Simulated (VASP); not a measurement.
Ir:

```
CELL_PARAMETERS angstrom
0.00000 1.92696 1.92696
1.92696 0.00000 1.92696
1.92696 1.92696 0.00000
ATOMIC_POSITIONS crystal
Ir 0.00000 0.00000 0.00000
```

- Program: VASP 6.6.1
- Task: relaxation of cell and atoms
- Functional: LDA
- Potentials or basis: VASP PAW LDA potentials, release 64 (Ir)
- Cutoff: 600 eV
- k mesh: 18 × 18 × 18
- Occupations: gaussian, width 0.1 eV
- Spin: no spin polarisation

At the start: pressure -10.2 GPa; volume 14.31 Å³/atom.

Q: Where does the relaxation end?

A: Over 7 steps the energy falls by 12.5 meV/atom and the volume is 13.93 Å³/atom (-2.7 %); space group Fm-3m (No. 225, to 0.05 Å).

The path:
```
step  energy change (eV)  largest force (eV/Å)  pressure (GPa)  volume (Å³)
   1              0.0000                0.0000          -10.21        14.31
   2              0.2159                0.0000           57.18        12.50
   3             -0.0125                0.0000           -0.54        13.95
   4             -0.0125                0.0000           -0.10        13.93
   5             -0.0125                0.0000            0.13        13.92
   6             -0.0125                0.0000           -0.40        13.94
   7             -0.0125                0.0000           -0.01        13.93
```

Final structure:
```
Ir
1.0
     0.00000    1.90965    1.90965
     1.90965    0.00000    1.90965
     1.90965    1.90965    0.00000
Ir
1
Direct
  0.00000 0.00000 0.00000
```
